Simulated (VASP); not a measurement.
## SnO₂ (space group P4_2/mnm): computed properties

Computed with LDA (Ceperley-Alder, Perdew-Zunger), VASP's LDA PAW potentials (set 64) (plane waves; VASP 6.6.1).

For SnO₂, the space group is P4_2/mnm (136). The cell comes out as a = 4.7313 Å, b = 4.7313 Å, c = 3.1959 Å, α = 90.00°, β = 90.00°, γ = 90.00°. The volume per atom is 11.92 Å³/atom and the band gap (over mesh and band path) is 1.13 eV. The smallest direct gap (over mesh and band path) is 1.13 eV, the band-edge character is direct, Γ to Γ and the density comes out as 7.00 g/cm³. The optical Γ-point spectrum comes out as 101, 146, 223 (×2), 282 (×2), 347, 462, 467 (×2), 559, 599 (×2), 626, 755 cm⁻¹.

```
SnO2
1.0
    4.73132     0.00000     0.00000
    0.00000     4.73132     0.00000
    0.00000     0.00000     3.19593
Sn O
2 4
Direct
  0.50000   0.50000   0.50000
  0.00000   0.00000   0.00000
  0.19406   0.80594   0.50000
  0.80594   0.19406   0.50000
  0.69406   0.69406   0.00000
  0.30594   0.30594   0.00000
```

Unless said otherwise, spin-orbit coupling is left out, though it shifts the bands of the heavy elements here.

The structure comes from a computed database's SnO2 entry (P4_2/mnm); how it stands against other phases isn't given here. It was relaxed first. Symmetry was kept, so distortions that lower it aren't found.
